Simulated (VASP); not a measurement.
Given:

```
CdAs2
1.0
   -4.01906     4.01906     2.36281
    4.01906    -4.01906     2.36281
    4.01906     4.01906    -2.36281
Cd As
2 4
Cartesian
  0.00000   4.01906   1.18141
  0.00000   0.00000   0.00000
  3.52303   2.00953   0.59070
  2.00953   3.52303  -0.59070
  0.49603   2.00953   2.95352
  2.00953   0.49603   1.77211
```

The numbers are results of PBEsol GGA, VASP's PBE PAW potentials (set 64) (plane waves; VASP 6.6.1), not measurements. Run with 300 eV cut-off, 4×4×4 Γ-centred mesh, Fermi-Dirac smearing of 0.10 eV, potentials Cd As.

Q: Give the energies of bands 14 to 25 at the high-symmetry points, in eV from the valence-band maximum.

A: 
| band | Γ | X | M | Z | P | N |
|---|---|---|---|---|---|---|
| 14 | -6.59 | -6.74 | -7.08 | -6.98 | -7.65 | -7.61 |
| 15 | -5.17 | -4.68 | -4.00 | -5.48 | -4.47 | -5.12 |
| 16 | -4.08 | -3.69 | -4.00 | -3.25 | -4.47 | -4.32 |
| 17 | -2.52 | -2.50 | -3.21 | -2.74 | -3.30 | -3.30 |
| 18 | -2.52 | -2.44 | -1.45 | -2.70 | -3.30 | -2.38 |
| 19 | -2.02 | -1.92 | -0.82 | -1.92 | -1.96 | -2.29 |
| 20 | -2.01 | -1.52 | -0.82 | -0.83 | -1.96 | -1.61 |
| 21 | -0.86 | -1.27 | -0.43 | -0.82 | -0.61 | -1.16 |
| 22 | -0.86 | -0.62 | 0.00 | -0.73 | -0.61 | -0.77 |
| 23 | 0.18 | 1.49 | 0.80 | 0.21 | 2.26 | 1.99 |
| 24 | 2.90 | 1.98 | 1.62 | 2.27 | 2.26 | 2.49 |
| 25 | 3.18 | 2.02 | 1.62 | 3.09 | 2.77 | 2.67 |

The gap is indirect, 0.18 eV, from the valence maximum at M to the conduction minimum at Γ.

The structure comes from a computed database's CdAs2 entry; how it stands against other phases isn't given here. The cell was not relaxed at this level.
